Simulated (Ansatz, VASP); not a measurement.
## MgB: VASP beside Ansatz

One calculation is typed for both programs; each brings its own data sets and cutoff. How far apart do they land? The cell is invented: As first built, before any earlier steps moved the atoms (in the runner's words): it takes the MgAl structure with some of its atoms replaced by other elements, volume scaled by an estimate. It may not be a known or stable phase. The cell is taken from a series of VASP runs on this material, whose earlier steps may have relaxed, scaled or displaced it; both programs get it as it stands.

Main program and level: Ansatz 0.2.0; plane waves, with VASP 6.6.1 beside it; band structure at HSE06.

## 1. Starting point

Symmetry: P-6m2, No. 187, hexagonal system. The conventional cell has a = 2.917 Å, b = 2.917 Å, c = 3.575 Å, α = 90.00°, β = 90.00°, γ = 120.00°. Nearest to Mg lie 6 B at 2.46 Å. Nearest to B lie 6 Mg at 2.46 Å. As first built, before any earlier steps moved the atoms (in the runner's words): sites of the MgAl structure (space group 187) filled with other elements, volume scaled by an estimate. Farther neighbours are not listed.

## 2. Ansatz: band structure, HSE06

Ansatz runs on its default PAW (the set named soft_2) files.

With cell and atoms fixed, the geometry can't cause a difference; cores, projectors, grids and the points listed under the comparison can.

Input file input.yaml:

```yaml
crystal:
  lattice:
    - [2.9172768617, 0.0, 0.0]
    - [-1.4586384309, 2.526435556, 0.0]
    - [0.0, 0.0, 3.5750154871]
  atoms:
    - { symbol: Mg, position: [0.66666667, 0.33333333, 0.5] }
    - { symbol: B, position: [0.0, 0.0, 0.0] }
hamiltonian:
  xc: { exchange: pbe, correlation: pbe, exx: { coeff: 0.25, omega: 0.2 } }
  pseudopotentials: { kind: paw }
kpoints:
  mp_grid: { grid: [5, 5, 4] }
  band_path:
    path:
      - [0.0, 0.0, 0.0]
      - [0.44444, 0.0, 0.0]
      - [0.38889, 0.22222, 0.0]
      - [0.18519, 0.18519, 0.0]
      - [0.0, 0.0, 0.11111]
      - [0.0, 0.0, 0.5]
      - [0.44444, 0.0, 0.5]
      - [0.38889, 0.22222, 0.5]
      - [0.18519, 0.18519, 0.5]
      - [0.5, 0.0, 0.38889]
      - [0.33333, 0.33333, 0.0]
      - [0.33333, 0.33333, 0.5]
    npoints: 1
scf:
  occupations: { method: fermi_dirac, width: 0.05 }
  n_extra_bands: 7
output:
  forces: true
  stress: true
  eigenvalues: true
  write_density: true
  write_potential: true
  elf: true
  volumetric_format: npy
```

On the command line:

```console
$ ansatz run input.yaml --threads 4 --pin off --max-ram 9216MiB --backend cpu --events-out ev --progress --plain --runs-dir out
```

Numbers of over 12 decimals in the logs are rounded to 6 here.

Log:

```text
Warning: output.stress: scf.convergence.dr2_threshold = 1e-7 eV (the SCF's general default) is looser than the 2e-10 eV advised for a printed stress (1e-10 eV for each atom of the cell: 2). What an SCF threshold leaves in a stress goes as its square root, and in the free energy as the threshold itself, and one threshold admits the most on a small cell: [figures from the program's tests cut] Set scf.convergence.dr2_threshold to 2e-10 eV or tighter. The threshold is an SCF's pass mark: one that does not reach it within its budget of iterations ends unconverged, or closes short of it on a stop that the run arms, and scf.convergence.dr2_threshold's page says what that costs each kind of run
Warning: output.stress: scf.exx.energy_threshold = 1e-6 eV is looser than the 2e-8 eV advised for a stress under a hybrid functional (1e-8 eV for each atom of the cell: 2). Every SCF of the exchange loop can meet its threshold on dr2 while the loop round them stops early: no threshold on dr2 bounds what that leaves in the stress. Set scf.exx.energy_threshold to 2e-8 eV or tighter. The threshold is the loop's pass mark: a loop that does not reach it within its budget of cycles ends unconverged, and scf.exx.energy_threshold's page has the law
scf.n_extra_bands = 7 over 7 filled bands (N_el = 13.0): the run solves 14 bands
Engine: ansatz 0.2.0, aarch64-unknown-linux-gnu
Pseudopotentials: kind: paw
Pseudopotential: Mg, paw, valence charge 10, recommended cutoff 420 eV (normal), Mg.paw.azcp
Pseudopotential: B, paw, valence charge 3, recommended cutoff 420 eV (normal), B.paw.azcp
Functional definition: unnamed
  parameter a_1 = 0.25
  parameter omega_1 = 0.2/angstrom
  exchange = pbe_x + (-a_1)*pbe_x_sr(omega_1) + a_1*exact_x_sr(omega_1)
  correlation = pbe_c
Crystal: 2 atoms, lattice volume = 26.349 Å³
Basis set: ecut = 420 eV, 515 PW (Γ), exchange–correlation on 40×40×48 points (8 copies of the dense FFT grid, shifted against one another)
Bands: 14, of which v1, the nominal top of the filled ones, is band 7 counted from 1 (6 counted from 0)
Symmetry: 12 space group operations
Space group: P-6m2 (ITA 187), of the structure as read, at distance tolerance 3.0e-5 Å
k-points: 15 of 100 (time reversal used)
Non-local potential: Mg, projectors of the file, l = 0: 3, l = 1: 2, l = 2: 1
Non-local potential: B, projectors of the file, l = 0: 2, l = 1: 2, l = 2: 1
PAW form: soft (Blöchl's): semilocal exchange-correlation on the pseudo side does not see the compensation charge
PAW frozen core: Mg, regenerated for the run's functional, and the local potential with it (the file was generated under x = pbe(κ = 0.804, μ = 0.219515), c = pbe(β = 0.066725))
PAW frozen core: B, regenerated for the run's functional, and the local potential with it (the file was generated under x = pbe(κ = 0.804, μ = 0.219515), c = pbe(β = 0.066725))
PAW one-centre angular grid: Mg, 110 points (default); XC on 96 Gauss nodes
PAW one-centre angular grid: B, 110 points (default); XC on 64 Gauss nodes
Initial density: superposition of atomic densities (neutral atoms: chi_scale 0, normalization atom), corrected by the library's trained network
Initial wavefunctions: pseudopotential atomic-orbital guess
Functional: x = pbe(κ = 0.804, μ = 0.219515), c = pbe(β = 0.066725), warm-up for x = pbe(κ = 0.804, μ = 0.219515) + 0.25 (exact − pbe) at short range (hse, ω = 0.2 Å⁻¹), c = pbe(β = 0.066725)
SCF iter   1: F=—  HF=-2077.602510 eV  |F-HF|=—  |Δ(HF+E_count)|=         —  Δρ=3.76e-3  dr2=4.97e-3  ethr=1.77e-3  ⟨swp⟩=7.6  Hψ=985  notcnv=0
preconditioner: auto → none  [insulator: Δε(μ)=0.265 eV  Ē_g=13.709 eV  σ=0.050 eV  W_gap=0.69  n_scr=2 (ndim 8)  ℏωp=16.2 eV  f_vac=0.000  D(μ)=1.26/eV (n_scr^D=8)]
iter 2 solved again at ethr=3.61e-6 eV; its pass at ethr=3.82e-5 eV (dr2=4.70e-4 eV) is discarded
SCF iter   2: F=—  HF=-2077.600957 eV  |F-HF|=—  |Δ(HF+E_count)|=   1.55e-3  Δρ=1.23e-3  dr2=4.69e-4  ethr=3.61e-6  ⟨swp⟩=2.1  Hψ=684  notcnv=0  defer=1
SCF iter   3: F=—  HF=-2077.600850 eV  |F-HF|=—  |Δ(HF+E_count)|=   1.07e-4  Δρ=1.60e-4  dr2=3.24e-6  ethr=3.61e-6  ⟨swp⟩=2.9  Hψ=355  notcnv=0  defer=1
SCF iter   4: F=—  HF=-2077.600853 eV  |F-HF|=—  |Δ(HF+E_count)|=   3.43e-6  Δρ=6.17e-5  dr2=4.51e-7  ethr=2.50e-8  ⟨swp⟩=3.3  Hψ=391  notcnv=0
SCF iter   5: F=—  HF=-2077.600854 eV  |F-HF|=—  |Δ(HF+E_count)|=   6.00e-7  Δρ=5.19e-6  dr2=5.29e-9  ethr=3.47e-9  ⟨swp⟩=3.1  Hψ=351  notcnv=0
SCF iter   6: F=-2077.600854 eV  HF=-2077.600854 eV  |F-HF|=4.50e-11  |Δ(HF+E_count)|=  5.48e-10  Δρ=1.46e-6  dr2=2.01e-10  ethr=4.07e-11  ⟨swp⟩=3.9  Hψ=413  notcnv=0
SCF 1 converged in 6 iterations: F = -2077.600854 eV  dr2 = 2.01e-10
  greatest PAW one-centre occupation: 1.000 electrons in one spin orbital (limit 2), on the Mg atom at site 0 (counted from 0), in its partial waves of l = 0
Initial density: handed on by an earlier stage of this run
Initial wavefunctions: those handed on with the density
Functional: x = pbe(κ = 0.804, μ = 0.219515) + 0.25 (exact − pbe) at short range (hse, ω = 0.2 Å⁻¹), c = pbe(β = 0.066725)
[...]
SCF 2 stopped early in 5 iterations: F = -2077.777197 eV  dr2 = 5.76e-7
hybrid outer 1: dexx = +2.336e-3 eV, tail = 1.76e-5 eV
Exchange kernel: α = 0.2500, screened, ω = 0.2000 Å⁻¹, Wigner–Seitz truncation, v(0) = 1091.3519 eV·Å³, q-mesh 5×5×4, nearest image of the exchange supercell L = 14.30 Å, pair-density grid 15×15×18, without the augmentation charges, whose exchange is taken in its separable form by FFT convolution over the k-point mesh (sized by the pseudopotential files, 18×18×24 at the most), smooth part of the exact exchange by density-matrix convolution
Frozen-core exchange: fock
SCF iter   1: F=—  HF=-2077.777142 eV  |F-HF|=—  |Δ(HF+E_count)|=         —  Δρ=2.54e-5  dr2=1.01e-7  ethr=6.77e-7  ⟨swp⟩=4.3  Hψ=567  notcnv=0
preconditioner: auto → none  [insulator: Δε(μ)=0.396 eV  Ē_g=15.252 eV  σ=0.050 eV  W_gap=0.69  n_scr=2 (ndim 8)  ℏωp=16.2 eV  f_vac=0.000  D(μ)=1.15/eV (n_scr^D=8)]
SCF iter   2: F=—  HF=-2077.777142 eV  |F-HF|=—  |Δ(HF+E_count)|=   9.64e-8  Δρ=9.87e-6  dr2=1.64e-8  ethr=6.95e-10  ⟨swp⟩=4.0  Hψ=444  notcnv=0
SCF iter   3: F=-2077.777142 eV  HF=-2077.777142 eV  |F-HF|=1.19e-9  |Δ(HF+E_count)|=   6.21e-9  Δρ=2.47e-6  dr2=1.38e-9  ethr=1.24e-10  ⟨swp⟩=3.3  Hψ=443  notcnv=0
SCF 3 converged in 3 iterations: F = -2077.777142 eV  dr2 = 1.38e-9
  Residual-converged pass: ⟨swp⟩=2.3  Hψ=308  notcnv=0  max |occ|·‖R‖ = 2.4e-6 eV (tolerance 2.4e-6 eV)  dr2=1.38e-9  dr2_onsite=7.06e-10  max |Δocc| = 2.0e-12
hybrid outer 2: dexx = +8.745e-8 eV, tail = 1.02e-8 eV, Δε = 9.68e-4 eV (about 4.55e-5 eV left of the loop's levels)
The result ahead of the solve for the band table, with the exchange loop's own table, told since no file at a place of the run's own has it by now; the run can take it back:
hybrid SCF converged: 2 outer / 8 inner (+6 warm-up), last move |dexx| = 8.75e-8 eV, tail = 1.02e-8 eV
Stability not checked: this state was not tested for a lower state beside it, because the functional holds exact exchange (a hybrid, or Hartree-Fock), whose exchange loop this test does not read (fock_operator; see scf.lower_state_search)
Free energy (F): -2077.777142 eV
Frozen-core exchange: fock
Harris-Foulkes:  -2077.777142 eV  (|F-HF|=1.19e-9)
Internal energy: -2077.768357 eV  (E = F + TS)
E sigma→0 (E₀):  -2077.772750 eV
Entropy (-TS):   -0.008785 eV (-4.393 meV/atom)
Fermi energy:    7.336566 eV
--- Per-component energies (eV) ---
  E_band       = -360.481788
  E_kinetic    = 116.708508
  E_local      = -1592.759662  (includes V_loc(G=0)·N_el)
  E_nonlocal   = 108.414615
  E_hartree    = 573.119872
  E_xc         = -48.737351
  E_vxc        = -59.480317  (∫ρ·V_xc dr)
  E_exx        = -55.908565  (= α·E_x^exact, valence–valence)
  E_paw        = -324.433787  (= ΣΔE_a)
  E_vpaw       = 32.212902  (= ΣTr[D̂ρ^β])
  E_aug_tail   = -0.000004  (compensation charges beyond the density's cutoff)
  E_ewald      = -854.124530
  E_core_change = -0.047453  (= ΣΔE_core)
  E_smearing   = -0.008785  (= −TS)
  E_closure    = -0.000000  (closes the sum)
  Σ components = -2077.777142   (vs F -2077.777142, Δ=4.55e-13)
--- Forces (eV/Å), atoms counted from 1 ---
  atom   1  Mg    -0.00000000    -0.00000000     0.00000000
  atom   2  B     -0.00000000    -0.00000000     0.00000000
  max |Σ_I F_I| component: 3.24e-17 eV/Å
--- Stress (GPa, compression-positive) ---
        1.961201      -0.000000       0.000000
       -0.000000       1.961201       0.000000
        0.000000       0.000000       3.991834
  P = ⅓ Tr σ = 2.6381 GPa (26.381 kbar)
--- Band table (eV; the first three rows and the last of 15) ---
  k-point 0: bands = [... 3 lower, -37.9529, -4.3893, 5.9233, 10.0467, 13.2290, 13.2290, 21.1111, 22.2004, ... 1 higher]
  k-point 1: bands = [... 3 lower, -37.9535, -3.7264, 2.6760, 13.4481, 13.4481, 14.0911, 21.6180, 22.5475, ... 1 higher]
  k-point 2: bands = [... 3 lower, -37.9534, -2.5215, 0.1324, 13.6914, 13.6914, 17.4966, 22.6925, 22.6925, ... 1 higher]
  k-point 14: bands = [... 3 lower, -37.9473, 2.6348, 4.6380, 4.8497, 8.3587, 9.6464, 14.5925, 22.0322, ... 1 higher]
NSCF: frozen V_eff on 12 k-points
hybrid SCF converged: 2 outer / 8 inner (+6 warm-up), last move |dexx| = 8.75e-8 eV, tail = 1.02e-8 eV
Stability not checked: this state was not tested for a lower state beside it, because the functional holds exact exchange (a hybrid, or Hartree-Fock), whose exchange loop this test does not read (fock_operator; see scf.lower_state_search)
Free energy (F): -2077.777142 eV
Frozen-core exchange: fock
Harris-Foulkes:  -2077.777142 eV  (|F-HF|=1.19e-9)
Internal energy: -2077.768357 eV  (E = F + TS)
E sigma→0 (E₀):  -2077.772750 eV
Entropy (-TS):   -0.008785 eV (-4.393 meV/atom)
Fermi energy:    7.336566 eV
--- Per-component energies (eV) ---
  E_band       = -360.481788
  E_kinetic    = 116.708508
  E_local      = -1592.759662  (includes V_loc(G=0)·N_el)
  E_nonlocal   = 108.414615
  E_hartree    = 573.119872
  E_xc         = -48.737351
  E_vxc        = -59.480317  (∫ρ·V_xc dr)
  E_exx        = -55.908565  (= α·E_x^exact, valence–valence)
  E_paw        = -324.433787  (= ΣΔE_a)
  E_vpaw       = 32.212902  (= ΣTr[D̂ρ^β])
  E_aug_tail   = -0.000004  (compensation charges beyond the density's cutoff)
  E_ewald      = -854.124530
  E_core_change = -0.047453  (= ΣΔE_core)
  E_smearing   = -0.008785  (= −TS)
  E_closure    = -0.000000  (closes the sum)
  Σ components = -2077.777142   (vs F -2077.777142, Δ=4.55e-13)
--- Forces (eV/Å), atoms counted from 1 ---
  atom   1  Mg    -0.00000000    -0.00000000     0.00000000
  atom   2  B     -0.00000000    -0.00000000     0.00000000
  max |Σ_I F_I| component: 3.24e-17 eV/Å
--- Stress (GPa, compression-positive) ---
        1.961201      -0.000000       0.000000
       -0.000000       1.961201       0.000000
        0.000000       0.000000       3.991834
  P = ⅓ Tr σ = 2.6381 GPa (26.381 kbar)
--- Band table (eV; the first three rows and the last of 15) ---
  k-point 0: bands = [... 3 lower, -37.9529, -4.3893, 5.9233, 10.0467, 13.2290, 13.2290, 21.1111, 22.2004, ... 3 higher]
  k-point 1: bands = [... 3 lower, -37.9536, -3.7264, 2.6760, 13.4481, 13.4481, 14.0911, 21.6180, 22.5475, ... 3 higher]
  k-point 2: bands = [... 3 lower, -37.9534, -2.5215, 0.1324, 13.6914, 13.6914, 17.4966, 22.6925, 22.6925, ... 3 higher]
  k-point 14: bands = [... 3 lower, -37.9473, 2.6348, 4.6380, 4.8497, 8.3587, 9.6464, 14.5925, 22.0322, ... 3 higher]
```

Run time: 16 s. Hardware: 4 threads of Arm Neoverse N1, shared host; peak memory 0.5 GiB.

The column dr2 measures how far the density is from self-consistency, as an energy; F and HF (Harris–Foulkes) agree once it is small.

[end of part 1 of 2]

[Lines on the potential files, build, host, timing and source positions are cut from VASP's logs without a mark.]

[Logs are printed without paths, hosts, clocks, repeated set-up lines and the standing remarks that a program may print on its own settings, such as how far it seeks lower states.]

[Hosts, paths, dates, database ids (printed as entryN), source tags and the programs' standing remarks are cut or masked in the printed files.]
